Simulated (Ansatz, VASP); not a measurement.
# One calculation of RbSb3S4, two programs

```
Rb Sb S
1.0
     3.93615    2.27254    3.75263
    -3.93615    2.27254    3.75263
     0.00000   -4.54507    3.75263
Rb Sb S
1 3 4
Direct
  0.50000 0.50000 0.50000
  0.00000 0.00000 0.50000
  0.50000 0.00000 0.00000
  0.00000 0.50000 0.00000
  0.50000 0.50000 0.00000
  0.00000 0.50000 0.50000
  0.50000 0.00000 0.50000
  0.00000 0.00000 0.00000
```

Alike in both runs: functional PBE; k mesh 3 × 3 × 3; occupations gaussian, width 0.1 eV; no spin polarisation.

Ansatz relaxed the structure, and its values are those at the end. VASP's run is a single point on that final structure, the one shown.

|  | VASP | Ansatz |
| --- | --- | --- |
| version | VASP 6.6.1 | Ansatz 0.2.0 |
| potentials or method | VASP PAW PBE potentials, release 64 (Rb_sv, Sb, S) | scalar-relativistic, plane waves, PAW |
| plane-wave cutoff (eV) | 520 | 420 |
| valence electrons in the cell | 48 | 78 |

```csv
,VASP,Ansatz,Ansatz less VASP
gap on the k mesh at the Fermi level (eV),none,none,-
pressure (GPa),-0.1,0.0,+0.11
```

A gap of «none» marks a metal or a gap that the smearing closes. With one functional, cell and mesh, what is left measures potentials, basis and numerics. The two sets of potentials don't hold the same shells in valence.

The runs have no spin-orbit coupling, so splittings on Sb are missing.
